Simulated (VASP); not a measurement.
Method: r2SCAN meta-GGA, VASP's PBE PAW potentials (set 64) (plane waves; VASP 6.6.1).

A VASP calculation is set up with these files.

### INCAR
```
SYSTEM = LiCl
PREC = Accurate; ENCUT = 520; LREAL = .False.
LASPH = .True.
EDIFF = 1E-7; NELM = 100; ALGO = Normal
LMIXTAU = .True.
ISMEAR = -5
METAGGA = R2SCAN
ISIF = 2
LWAVE = .False.; LCHARG = .False.; LORBIT = 11
NEDOS = 601
```

**KPOINTS**
```
Automatic mesh
0
G
  10 10 10
0 0 0
```

KPOINTS_OPT:
```
k-points along high-symmetry lines
10
Line-mode
Reciprocal
  0.000000   0.000000   0.000000 ! GAMMA
  0.500000   0.000000   0.500000 ! X

  0.500000   0.000000   0.500000 ! X
  0.625000   0.250000   0.625000 ! U

  0.375000   0.375000   0.750000 ! K
  0.000000   0.000000   0.000000 ! GAMMA

  0.000000   0.000000   0.000000 ! GAMMA
  0.500000   0.500000   0.500000 ! L

  0.500000   0.500000   0.500000 ! L
  0.500000   0.250000   0.750000 ! W

  0.500000   0.250000   0.750000 ! W
  0.500000   0.000000   0.500000 ! X
```

File POSCAR:
```
LiCl
1
    0.0000000000     2.5458048415     2.5458048415
    2.5458048415     0.0000000000     2.5458048415
    2.5458048415     2.5458048415     0.0000000000
Li Cl
1 1
Direct
  0.0000000000   0.0000000000   0.0000000000
  0.5000000000   0.5000000000   0.5000000000
```

POTCAR, in this order: Li_sv Cl (PBE.64 set). Program: vasp_std.

Question: Estimate the energy per atom (σ→0), band gap (over mesh and band path).

Answer: 
| Quantity | Value |
|---|---|
| energy per atom (σ→0) | -6.294 eV/atom |
| band gap (over mesh and band path) | 7.44 eV |

OSZICAR:
```
...
DAV:  17    -0.125884534805E+02   -0.23898E-04   -0.25833E-06   939   0.253E-02    0.218E-03
DAV:  18    -0.125884578872E+02   -0.44067E-05   -0.18529E-07  1286   0.676E-03    0.836E-04
DAV:  19    -0.125884634606E+02   -0.55734E-05   -0.84171E-08   909   0.410E-03    0.202E-04
DAV:  20    -0.125884620814E+02    0.13792E-05   -0.65649E-09   500   0.121E-03    0.927E-05
DAV:  21    -0.125884620840E+02   -0.26838E-08   -0.77923E-10   476   0.410E-04
   1 F= -.12588462E+02 E0= -.12588462E+02  d E =0.000000E+00
       N       E                     dE             ncg
       N       E                     dE             ncg
```

The compound is LiCl in the rock salt structure. It was relaxed first.
